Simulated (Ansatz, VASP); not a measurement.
## GaAg2P: VASP beside Ansatz

The input INCAR:

```
SYSTEM = GaAg2P
PREC = Accurate ; ENCUT = 520
EDIFF = 1E-6 ; ISMEAR = 0
SIGMA = 0.2 ; LREAL = .False.
LASPH = .True. ; NELM = 60
ALGO = Normal ; ISIF = 2
LWAVE = .False. ; LCHARG = .True.
GGA = PE ; LELF = .True.
LVHAR = .True. ; NBANDS = 50
```

Contents of KPOINTS:

```
Automatic mesh
0
Gamma
  4 4 4
  0 0 0
```

The input POSCAR:

```
GaAg2P
1.0
    5.0969960897      0.0000000000      0.0000000000
    0.0000000000      5.0969960897      0.0000000000
    0.0000000000      0.0000000000      5.7301380281
Ga Ag P
2 4 2
Direct
    0.0000000000      0.0000000000      0.0000000000
    0.0000000000      0.0000000000      0.5000000000
    0.5000000000      0.0000000000      0.2500000000
    0.5000000000      0.0000000000      0.7500000000
    0.0000000000      0.5000000000      0.2500000000
    0.0000000000      0.5000000000      0.7500000000
    0.5000000000      0.5000000000      0.2500000000
    0.5000000000      0.5000000000      0.7500000000
```

Input for Ansatz:

```yaml
crystal:
  lattice:
    - [5.0969960897, 0.0, 0.0]
    - [0.0, 5.0969960897, 0.0]
    - [0.0, 0.0, 5.7301380281]
  atoms:
    - { symbol: Ga, position: [0.0, 0.0, 0.0] }
    - { symbol: Ga, position: [0.0, 0.0, 0.5] }
    - { symbol: Ag, position: [0.5, 0.0, 0.25] }
    - { symbol: Ag, position: [0.5, 0.0, 0.75] }
    - { symbol: Ag, position: [0.0, 0.5, 0.25] }
    - { symbol: Ag, position: [0.0, 0.5, 0.75] }
    - { symbol: P, position: [0.5, 0.5, 0.25] }
    - { symbol: P, position: [0.5, 0.5, 0.75] }
basis:
  ecutwfc: 420
kpoints:
  mp_grid: { grid: [4, 4, 4] }
hamiltonian:
  xc: pbe
scf:
  occupations: { method: gaussian, width: 0.2 }
  lower_state_search: "off"
output:
  forces: true
  stress: true
  eigenvalues: true
```

Alike in both runs: task single point; functional PBE; k mesh 4 × 4 × 4; occupations gaussian, width 0.2 eV; no spin polarisation.

|  | VASP | Ansatz |
| --- | --- | --- |
| version | VASP 6.6.1 | Ansatz 0.2.0 |
| potentials or method | VASP PAW PBE potentials, release 64 (Ga_d, Ag, P) | scalar-relativistic, plane waves, PAW |
| plane-wave cutoff (eV) | 520 | 420 |
| valence electrons in the cell | 80 | 112 |

|  | VASP | Ansatz | Ansatz less VASP |
| --- | --- | --- | --- |
| gap on the k mesh at the Fermi level (eV) | none | none | - |
| pressure (GPa) | 0.1 | 0.1 | 0.00 |
| largest component of the traceless stress (GPa) | 0.73 | 0.71 | -0.018 |

A gap of «none» marks a metal or a gap that the smearing closes. The functional is the same, so the differences come from potentials, cutoffs and numerics. The two sets of potentials don't hold the same shells in valence.
